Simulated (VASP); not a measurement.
Method: PBE GGA, VASP's PBE PAW potentials (set 64) (plane waves; VASP).

A VASP calculation is set up with these files.

File POSCAR:
```
VAs
1
    3.2336870000    -2.3631320000     0.0000000000
    3.2336870000     2.3631320000     0.0000000000
   -1.1737100000     0.0000000000     6.9838620000
V As
2 2
Direct
  0.0000000000   0.5000000000   0.0000000000
  0.5000000000   0.0000000000   0.5000000000
  0.5816000000   0.4184000000   0.2500000000
  0.4184000000   0.5816000000   0.7500000000
```

KPOINTS:
```
kpoints
0
Gamma
  5 5 3
0 0 0
```

### INCAR
```
ALGO  =  Normal
EDIFF  =  1E-6
ENCUT  =  400
GGA  =  PE
ISIF  =  2
ISMEAR  =  0
ISPIN  =  1
LASPH  =  .TRUE.
LCHARG  =  .FALSE.
LMAXMIX  =  4
LORBIT  =  10
LREAL  =  .FALSE.
LWAVE  =  .FALSE.
NELM  =  100
PREC  =  Accurate
SIGMA  =  0.05
SYSTEM  =  VAs
```

POTCAR, in this order: V_sv As (PBE.64 set). Program: vasp_std.

**Question.** What does the run give for the energy per atom (σ→0), pressure, largest force, band gap (on the k-mesh)?

**Answer.** 
| Property | Result |
|---|---|
| energy per atom (σ→0) | -5.862 eV/atom |
| band gap (on the k-mesh) | none (metal, semimetal or under 0.01 eV) |
| pressure | -15.55 GPa |
| largest force | 0.069 eV/Å |

File OSZICAR:
```
...
DAV:  10    -0.234615605178E+02   -0.33806E-02   -0.79163E-02  1510   0.155E+00    0.439E-01
DAV:  11    -0.234604253794E+02    0.11351E-02   -0.23520E-02  1534   0.752E-01    0.113E-01
DAV:  12    -0.234604926542E+02   -0.67275E-04   -0.14960E-03  1666   0.154E-01    0.544E-02
DAV:  13    -0.234605318820E+02   -0.39228E-04   -0.34331E-04  1540   0.571E-02    0.201E-02
DAV:  14    -0.234605362451E+02   -0.43632E-05   -0.51811E-05  1156   0.236E-02    0.113E-02
DAV:  15    -0.234605351010E+02    0.11441E-05   -0.10727E-05  1308   0.125E-02    0.423E-03
DAV:  16    -0.234605352595E+02   -0.15852E-06   -0.12767E-06   822   0.529E-03
   1 F= -.23460535E+02 E0= -.23449402E+02  d E =-.222672E-01
```

The structure was generated: VAs was put into the tenorite type (C2/c), which need not be its known phase. The cell was not relaxed at this level. The k-mesh is coarse (spacing up to 0.33 per Å, 2π included), so the numbers may not be converged in it. The run is one of a series of settings (ISPIN = 1, the spin start removed against the base run), some of them coarse on purpose. The run is not spin-polarised, so no magnetic state was tried.
